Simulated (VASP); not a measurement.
# CO on Ti(0001): which site?, part 5 of 8

Which site of Ti(0001) does CO prefer, and what does it do to the work function?

VASP 6.6.1, plane waves and PAW; the level of theory is named at each step.

So far. Step 5 (Potential and states of the slab): The vacuum level lies 4.43 eV above the Fermi level at the upper face; both faces agree, as the slab has next to no dipole. Step 6 (Relaxing the adsorbate, site ontop): The run ended after 41 ionic steps, 0.370 eV below its first step, once the forces on the free atoms met EDIFFG = -0.03.

### Step 7. Potential and states with the adsorbate, site ontop

Level of this step: PBE, no spin polarisation; plane waves and PAW (Ti, C, O) (VASP).

A static run like the clean slab's shows how the vacuum level shifts, by charge transfer, by any dipole of the adsorbate and by the slab's own rearrangement.

INCAR reads:

```
SYSTEM = Ti12CO
PREC = Normal
ENCUT = 440
EDIFF = 1E-06
NELM = 120
ISMEAR = 1
SIGMA = 0.15
LREAL = Auto
ALGO = Fast
GGA = PE
NBANDS = 43
LASPH = .TRUE.
LORBIT = 11
LWAVE = .FALSE.
LCHARG = .FALSE.
KPAR = 4
IDIPOL = 3
LDIPOL = .TRUE.
DIPOL = 0.5 0.5 0.53
LVHAR = .TRUE.
LVACPOTAV = .TRUE.
NEDOS = 1500
```

POSCAR reads:

```
Ti12CO
1.0
    5.8496603244      0.0000000000      0.0000000000
    2.9248301622      5.0659544444      0.0000000000
    0.0000000000      0.0000000000     19.6246176925
Ti C O
12 1 1
Selective dynamics
Direct
    0.0000000000      0.0000000000      0.3821730500  F F F
    0.5000000000      0.0000000000      0.3821730500  F F F
    0.0000000000      0.5000000000      0.3821730500  F F F
    0.5000000000      0.5000000000      0.3821730500  F F F
    0.8284826428      0.3430347045      0.4921974918  T T T
    0.3333333300      0.3333333300      0.4970080556  T T T
    0.8284826428      0.8284826428      0.4921974918  T T T
    0.3430347045      0.8284826428      0.4921974918  T T T
    0.0000000000      0.0000000000      0.6050788541  T T T
    0.5025584651      0.9948830698      0.6099680542  T T T
    0.9948830698      0.5025584651      0.6099680542  T T T
    0.5025584651      0.5025584651      0.6099680542  T T T
    0.0000000000      0.0000000000      0.7105954447  T T T
    0.0000000000      0.0000000000      0.7704189869  T T T
```

KPOINTS reads:

```
Automatic mesh
0
Gamma
6 6 1
0 0 0
```

Potentials, in the order of the species: Ti, C and O (PBE family, release 64).

Run with:

```sh
$ mpirun -np 4 vasp_std
```

Log:

```text
[... set-up lines as in an earlier step ...]
 entering main loop
       N       E                     dE             d eps       ncg     rms          rms(c)
DAV:   1     0.352083470459E+03    0.35208E+03   -0.16838E+04   602   0.916E+02
DAV:   2    -0.279512541295E+02   -0.38003E+03   -0.36239E+03   627   0.221E+02
DAV:   3    -0.107827442377E+03   -0.79876E+02   -0.76045E+02  1092   0.852E+01
DAV:   4    -0.120556144273E+03   -0.12729E+02   -0.12357E+02   940   0.358E+01
DAV:   5    -0.121196475679E+03   -0.64033E+00   -0.63574E+00   972   0.828E+00    0.397E+01
RMM:   6    -0.139499832736E+03   -0.18303E+02   -0.21298E+02   927   0.585E+01    0.258E+01
RMM:   7    -0.150558698674E+03   -0.11059E+02   -0.14204E+02   925   0.473E+01    0.267E+01
RMM:   8    -0.108222135878E+03    0.42337E+02   -0.54546E+01   665   0.323E+01    0.158E+01
RMM:   9    -0.105370866414E+03    0.28513E+01   -0.12794E+01   770   0.174E+01    0.112E+01
RMM:  10    -0.102685197830E+03    0.26857E+01   -0.64528E+00   852   0.742E+00    0.601E+00
RMM:  11    -0.102321825084E+03    0.36337E+00   -0.33436E+00   831   0.677E+00    0.394E+00
RMM:  12    -0.102297991076E+03    0.23834E-01   -0.20708E+00   843   0.533E+00    0.306E+00
RMM:  13    -0.102131663470E+03    0.16633E+00   -0.38581E-01   781   0.282E+00    0.117E+00
RMM:  14    -0.102155904076E+03   -0.24241E-01   -0.29895E-01   934   0.151E+00    0.136E+00
RMM:  15    -0.102134417414E+03    0.21487E-01   -0.16842E-01   851   0.144E+00    0.817E-01
RMM:  16    -0.102134567034E+03   -0.14962E-03   -0.94516E-02   871   0.994E-01    0.631E-01
RMM:  17    -0.102125764535E+03    0.88025E-02   -0.26858E-02   774   0.771E-01    0.184E-01
RMM:  18    -0.102130065276E+03   -0.43007E-02   -0.22017E-02   926   0.383E-01    0.379E-01
RMM:  19    -0.102127556609E+03    0.25087E-02   -0.40705E-03   832   0.246E-01    0.133E-01
RMM:  20    -0.102127646465E+03   -0.89856E-04   -0.29874E-03   880   0.196E-01    0.105E-01
RMM:  21    -0.102127733588E+03   -0.87123E-04   -0.15400E-03   969   0.105E-01    0.543E-02
RMM:  22    -0.102127928105E+03   -0.19452E-03   -0.71305E-04   885   0.865E-02    0.635E-02
RMM:  23    -0.102127906721E+03    0.21384E-04   -0.23347E-04   815   0.671E-02    0.261E-02
RMM:  24    -0.102127978472E+03   -0.71751E-04   -0.26724E-04   942   0.424E-02    0.145E-02
RMM:  25    -0.102128037348E+03   -0.58876E-04   -0.54891E-05   888   0.239E-02    0.136E-02
RMM:  26    -0.102128067623E+03   -0.30275E-04   -0.30647E-05   937   0.148E-02    0.120E-02
RMM:  27    -0.102128098236E+03   -0.30613E-04   -0.73551E-06   702   0.759E-03    0.786E-03
RMM:  28    -0.102128143698E+03   -0.45462E-04   -0.83809E-06   772   0.981E-03    0.482E-03
RMM:  29    -0.102128157045E+03   -0.13347E-04   -0.52256E-06   699   0.632E-03    0.322E-03
RMM:  30    -0.102128178390E+03   -0.21345E-04   -0.39021E-06   640   0.594E-03    0.434E-03
RMM:  31    -0.102128180394E+03   -0.20042E-05   -0.87200E-07   562   0.367E-03    0.307E-03
RMM:  32    -0.102128181892E+03   -0.14981E-05   -0.47371E-07   552   0.260E-03    0.182E-03
RMM:  33    -0.102128182824E+03   -0.93199E-06   -0.54241E-07   551   0.272E-03
 [... a notice as in an earlier step ...]

   1 F= -.10212818E+03 E0= -.10212765E+03  d E =-.159689E-02
```

Run time: 65 s. Hardware: 4 MPI ranks of AMD EPYC 7R43, shared host; peak memory 1.4 GiB.

Parts of OUTCAR (step 7):

```text
   NELECT =      58.0000    total number of electrons

 dipolmoment           0.000000      0.000000      0.131586 electrons x Angstroem

 E-fermi :  -1.6442

 k-point     1 :       0.0000    0.0000    0.0000
  band No.  band energies     occupation
    ...
     22      -2.5614      2.00000
     23      -2.5614      2.00000
     24      -1.7188      1.73784
     25      -1.7188      1.73758
     26      -1.6988      1.57341
     27      -1.5508      0.14026
     28      -1.1019     -0.00000
     29      -1.1019     -0.00000
     30      -1.0355     -0.00000
     31      -0.9406     -0.00000
    ...

  Total       -5.4958382     -5.4958382      0.1633022      0.0000000      0.0000000      0.0000000
  in kB      -15.1408895    -15.1408895      0.4498934      0.0000000      0.0000000      0.0000000
  external PRESSURE =      -9.9439619 kB  Pullay stress =       0.0000000 kB

 POSITION                                       TOTAL-FORCE (eV/Angst)
 -----------------------------------------------------------------------------------
      0.00000      0.00000      7.50000         0.000000      0.000000      0.145773
      2.92483      0.00000      7.50000         0.000000      0.232719     -0.070873
      1.46242      2.53298      7.50000         0.201540     -0.116359     -0.070873
      4.38725      2.53298      7.50000        -0.201540     -0.116359     -0.070873
      5.84966      1.73780      9.65919         0.000000     -0.005010     -0.003590
      2.92483      1.68865      9.75359         0.000000      0.000000     -0.005681
      7.26951      4.19706      9.65919         0.004339      0.002505     -0.003590
      4.42981      4.19706      9.65919        -0.004339      0.002505     -0.003590
      0.00000      0.00000     11.87444         0.000000      0.000000     -0.004309
      5.84966      5.04003     11.97039         0.000000      0.009951      0.017271
      7.28963      2.54594     11.97039         0.008618     -0.004976      0.017271
      4.40969      2.54594     11.97039        -0.008618     -0.004976      0.017271
      0.00000      0.00000     13.94516         0.000000      0.000000      0.007414
      0.00000      0.00000     15.11918         0.000000      0.000000      0.028378
 -----------------------------------------------------------------------------------
    total drift:                               -0.000188     -0.000108      0.006412

  FREE ENERGIE OF THE ION-ELECTRON SYSTEM (eV)
  ---------------------------------------------------
  free  energy   TOTEN  =      -102.1281828244 eV

  energy  without entropy=     -102.1265859353  energy(sigma->0) =     -102.12765053

 vacuum level on the upper side and lower side of the slab         3.706         2.896

[... 7 parts as in an earlier step ...]

[... 10 further parts left out ...]
```

Numbers from this step:

| Quantity | Value |
| --- | --- |
| electronic cycles | 33 |
| energy at zero smearing | -102.1277 eV |
| Fermi energy | -1.644 eV |
| dipole moment | 0, 0, 0.1316 e·Å |
| vacuum levels | 3.706, 2.896 eV |
| work functions of the upper and lower face | 5.350, 4.540 eV |

Zero at the Fermi level. Table of planar average of the electrostatic potential by height:

height (Å), planar average of the electrostatic potential (eV) and a bar from the least value:
```
      0.0       5.35 ##############################
      0.5       5.03 #############################
      1.0       4.55 ############################
      1.5       4.55 ############################
      2.0       4.55 ############################
      2.5       4.55 ############################
      3.0       4.55 ############################
      3.5       4.54 ############################
      4.0       4.52 ############################
      4.5       4.47 ############################
      5.0       4.32 ###########################
      5.5       3.87 ##########################
      6.0       2.60 ######################
      6.5      -0.62 #############
      7.0      -4.20 ###
      7.5      -5.44 
      8.0      -3.63 #####
      8.5      -1.30 ############
      9.0      -2.52 ########
      9.5      -4.95 #
     10.0      -4.49 ###
     10.5      -1.71 ##########
     11.0      -1.11 ############
     11.5      -3.84 ####
     12.0      -5.30 
     12.5      -3.67 #####
     13.0      -0.10 ###############
     13.5       1.37 ###################
     14.0       1.26 ###################
     14.5       2.85 #######################
     15.0       2.34 ######################
     15.5       3.67 #########################
     16.0       5.14 #############################
     16.5       5.32 ##############################
     17.0       5.35 ##############################
     17.5       5.35 ##############################
     18.0       5.35 ##############################
     18.5       5.35 ##############################
     19.0       5.35 ##############################
     19.5       5.35 ##############################
```

Density of states in the PAW spheres, an atom over height of the layer and energy from the Fermi level.

Ten even steps from '_' (0.00 states/eV) to '@' (4.96 states/eV), each cell a mean:
```
==....--==____
--....--==____
--..::----____
----------____
..::::....____
..::::....____
::::::....____
..........____
__..__________
______________
______________
______________
______________
______________
______________
__________....
______..__==@@
____________..
______________
______________
______________
______________
```
Columns: height of the layer (Å) from 7.5 to 15.1 (not evenly spaced); rows upwards: energy from the Fermi level (eV) from -7.9 to 0.5.

Force by atom:

```
atom  x (eV/Å)  y (eV/Å)  z (eV/Å)   size
 Ti1     0.000     0.000     0.146  0.146
 Ti2     0.000     0.233    -0.071  0.243
 Ti3     0.202    -0.116    -0.071  0.243
 Ti4    -0.202    -0.116    -0.071  0.243
 Ti5     0.000    -0.005    -0.004  0.006
 Ti6     0.000     0.000    -0.006  0.006
 Ti7     0.004     0.003    -0.004  0.006
 Ti8    -0.004     0.003    -0.004  0.006
 Ti9     0.000     0.000    -0.004  0.004
Ti10     0.000     0.010     0.017  0.020
Ti11     0.009    -0.005     0.017  0.020
Ti12    -0.009    -0.005     0.017  0.020
 C13     0.000     0.000     0.007  0.007
 O14     0.000     0.000     0.028  0.028
```

The map of layer states is cut here 0.5 eV above the Fermi level, so it leaves out the states above that.

At the end the adsorbate's closest contact with the slab is C-Ti at 2.07 Å, nearly straight above the slab's atom, and its lowest atom lies 1.97 Å above the highest atom of the slab.

The vacuum level lies 5.35 eV above the Fermi level at the upper face; the two faces differ by 0.81 eV, the step that the slab's dipole of 0.132 e·Å makes.

VASP counts the dipole in electrons times Å, so a positive number points the physical dipole along −c.

The program warns that it found no field-free vacuum at its default tolerance, so these levels carry more doubt.

On this mesh the fine structure of the density of states is sampling noise, and high empty states may be cut by the number of bands.

### Step 8. Relaxing the adsorbate, site bridge

INCAR reads:

```
SYSTEM = Ti12CO
PREC = Normal
ENCUT = 440
EDIFF = 1E-05
NELM = 120
ISMEAR = 1
SIGMA = 0.15
LREAL = Auto
ALGO = Fast
GGA = PE
NBANDS = 43
LASPH = .TRUE.
LORBIT = 11
LWAVE = .FALSE.
LCHARG = .FALSE.
KPAR = 4
IBRION = 2
NSW = 50
ISIF = 2
EDIFFG = -0.03
POTIM = 0.4
MAXMIX = 40
IDIPOL = 3
LDIPOL = .TRUE.
DIPOL = 0.5 0.5 0.525
```

POSCAR reads:

```
Ti12CO
1.0
    5.8496603244      0.0000000000      0.0000000000
    2.9248301622      5.0659544444      0.0000000000
    0.0000000000      0.0000000000     19.6246176925
Ti C O
12 1 1
Selective dynamics
Direct
    0.0000000000      0.0000000000      0.3821730500  F F F
    0.5000000000      0.0000000000      0.3821730500  F F F
    0.0000000000      0.5000000000      0.3821730500  F F F
    0.5000000000      0.5000000000      0.3821730500  F F F
    0.8333333300      0.3333333300      0.4945447100  T T T
    0.3333333300      0.3333333300      0.4945447100  T T T
    0.8333333300      0.8333333300      0.4945447100  T T T
    0.3333333300      0.8333333300      0.4945447100  T T T
    0.0000000000      0.0000000000      0.6069837300  T T T
    0.5000000000      0.0000000000      0.6069837300  T T T
    0.0000000000      0.5000000000      0.6069837300  T T T
    0.5000000000      0.5000000000      0.6069837300  T T T
    0.2500000000      0.0000000000      0.6783227000  T T T
    0.2500000000      0.0000000000      0.7369225700  T T T
```

KPOINTS is that of step 7.

Run with:

```sh
$ mpirun -np 4 vasp_std
```

Log:

```text
[... set-up lines as in an earlier step ...]
 entering main loop
       N       E                     dE             d eps       ncg     rms          rms(c)
DAV:   1     0.357317320405E+03    0.35732E+03   -0.16850E+04  1118   0.914E+02
DAV:   2    -0.253515472641E+02   -0.38267E+03   -0.36464E+03  1133   0.221E+02
DAV:   3    -0.107918821400E+03   -0.82567E+02   -0.78742E+02  2076   0.883E+01
DAV:   4    -0.121106514127E+03   -0.13188E+02   -0.12422E+02  1820   0.355E+01
[...]
RMM:  31    -0.101636273752E+03   -0.16762E-04    0.71655E-07   758   0.708E-03    0.380E-03
RMM:  32    -0.101636307584E+03   -0.33832E-04    0.15161E-07   745   0.571E-03    0.228E-03
RMM:  33    -0.101636313390E+03   -0.58060E-05    0.10072E-06   721   0.501E-03
   1 F= -.10163631E+03 E0= -.10163662E+03  d E =-.101636E+03
[... from here on, the cycles between the ionic steps are left out ...]
   2 F= -.10057245E+03 E0= -.10057254E+03  d E =0.106386E+01
   5 F= -.10202791E+03 E0= -.10202641E+03  d E =-.234371E+00
   9 F= -.10214548E+03 E0= -.10214515E+03  d E =-.119603E-01
  13 F= -.10226553E+03 E0= -.10226448E+03  d E =-.132007E+00
  17 F= -.10227893E+03 E0= -.10227825E+03  d E =-.134021E-01
  21 F= -.10228960E+03 E0= -.10228992E+03  d E =-.148202E-02
  25 F= -.10230794E+03 E0= -.10230933E+03  d E =-.279490E-02
  29 F= -.10231799E+03 E0= -.10232022E+03  d E =-.405151E-02
  33 F= -.10234595E+03 E0= -.10235020E+03  d E =-.679566E-02
  37 F= -.10236619E+03 E0= -.10237131E+03  d E =-.200330E-01
  41 F= -.10238781E+03 E0= -.10239318E+03  d E =-.879155E-02
  45 F= -.10240240E+03 E0= -.10240743E+03  d E =-.373763E-02
  49 F= -.10241567E+03 E0= -.10242074E+03  d E =-.917765E-02
  50 F= -.10242650E+03 E0= -.10243162E+03  d E =-.200042E-01
[...]
opt :   4.9687  next Energy=  -102.438580 (dE=-0.321E-01)
```

The job ended after 28 min (4 MPI ranks; peak memory 2 GiB).

OUTCAR, selected parts (step 8):

```text
 dipolmoment           0.000000      0.000000      0.128354 electrons x Angstroem

 k-point     1 :       0.0000    0.0000    0.0000
  band No.  band energies     occupation
    ...
     22      -2.4927      2.00000
     23      -2.4060      2.00000
     24      -1.8293      2.06472
     25      -1.7474      1.99796
     26      -1.6874      1.66796
     27      -1.5512      0.29284
     28      -1.2028     -0.00057
     29      -1.1467     -0.00007
     30      -1.1385     -0.00005
     31      -0.9494     -0.00000
    ...

  Total       -6.7113645     -5.2524397     -3.4257705      0.0000000     -1.5908319      0.0000000
  in kB      -18.4896322    -14.4703331     -9.4379075      0.0000000     -4.3827000      0.0000000
  external PRESSURE =     -14.1326243 kB  Pullay stress =       0.0000000 kB

 POSITION                                       TOTAL-FORCE (eV/Angst)
 -----------------------------------------------------------------------------------
      0.00000      0.00000      7.50000        -0.116173      0.103425      0.174315
      2.92483      0.00000      7.50000         0.116173      0.103425      0.174315
      1.46242      2.53298      7.50000         0.000000      0.091259      0.386839
      4.38725      2.53298      7.50000         0.000000     -0.103278      0.080482
      5.85921      1.71818      9.74049        -0.042290     -0.010546     -0.007291
      2.91528      1.71818      9.74049         0.042290     -0.010546     -0.007291
      7.31208      4.24069      9.75254        -0.000000      0.097326     -0.084972
      4.38725      4.22676      9.66754        -0.000000      0.042531     -0.224154
      0.08788      0.14081     11.98897        -0.042383     -0.095394     -0.065457
      2.83695      0.14081     11.98897         0.042383     -0.095394     -0.065457
      7.31208      2.64493     12.05905        -0.000000      0.033356     -0.069221
      4.38725      2.77895     12.05363        -0.000000      0.074328     -0.120522
      4.38725      4.67278     13.66166         0.000000     -0.133199     -0.189609
      4.38725      4.62829     14.85880        -0.000000     -0.097293      0.018023
 -----------------------------------------------------------------------------------
    total drift:                               -0.000021     -0.031302      0.006328

  FREE ENERGIE OF THE ION-ELECTRON SYSTEM (eV)
  ---------------------------------------------------
  free  energy   TOTEN  =      -102.4265010229 eV

  energy  without entropy=     -102.4418611640  energy(sigma->0) =     -102.43162107

 vacuum level on the upper side and lower side of the slab         3.375         2.594

[... 4 parts as in an earlier step ...]

[... 15 further parts left out ...]
[key lines of the parts left out:]
E-fermi :  -1.6218
```

The steps of the relaxation (22 of 50):

```
step  energy less that of the first step (eV)  largest force (eV/Å)
   1                                   0.0000                5.6682
   3                                  -0.1556                2.9946
   6                                  -0.4334                0.7389
   8                                  -0.4972                2.7522
  10                                  -0.5416                2.1998
  13                                  -0.6292                0.3613
  15                                  -0.6361                0.3487
  17                                  -0.6426                0.8275
  20                                  -0.6518                0.2985
  22                                  -0.6573                0.3102
  24                                  -0.6688                0.6663
  27                                  -0.6730                1.2581
  29                                  -0.6817                0.5217
  31                                  -0.7022                0.3826
  34                                  -0.7098                0.7670
  36                                  -0.7294                0.2611
  38                                  -0.7347                0.3288
  41                                  -0.7515                0.6050
  43                                  -0.7592                1.1405
  45                                  -0.7661                0.4927
  48                                  -0.7727                0.2750
  50                                  -0.7902                0.2317
```

The atoms that moved most (Å):

```
atom      dx      dy     dz  length
 O14   0.000  -0.438  0.397   0.591
 C13   0.000  -0.393  0.350   0.526
Ti12   0.000   0.246  0.142   0.284
Ti11   0.000   0.112  0.147   0.185
 Ti9   0.088   0.141  0.077   0.183
Ti10  -0.088   0.141  0.077   0.183
 Ti7   0.000   0.019  0.047   0.051
 Ti5   0.010   0.030  0.035   0.047
```

Final coordinates:

```xyz
14
Lattice="5.8497 0.0000 0.0000 2.9248 5.0660 0.0000 0.0000 0.0000 19.6246" Properties=species:S:1:pos:R:3
Ti    0.0000    0.0000    7.5000
Ti    2.9248    0.0000    7.5000
Ti    1.4624    2.5330    7.5000
Ti    4.3872    2.5330    7.5000
Ti    5.8592    1.7182    9.7405
Ti    2.9153    1.7182    9.7405
Ti    7.3121    4.2407    9.7525
Ti    4.3872    4.2268    9.6675
Ti    0.0879    0.1408   11.9890
Ti    2.8370    0.1408   11.9890
Ti    1.4624    2.6449   12.0591
Ti    4.3872    2.7790   12.0536
C     1.4624   -0.3932   13.6617
O     1.4624   -0.4377   14.8588
```

The run used up its steps with a largest force of 0.23 eV/Å at its last finished step, so it is continued.

[end of part 5 of 8]

[Lines on the potential files, build, host, timing and source positions are cut from VASP's logs without a mark.]

[Logs are printed without paths, hosts, clocks, repeated set-up lines and the standing remarks that a program may print on its own settings, such as how far it seeks lower states.]

[Hosts, paths, dates, database ids (printed as entryN), source tags and the programs' standing remarks are cut or masked in the printed files.]

[Runs that stopped without an error message from VASP are left out.]
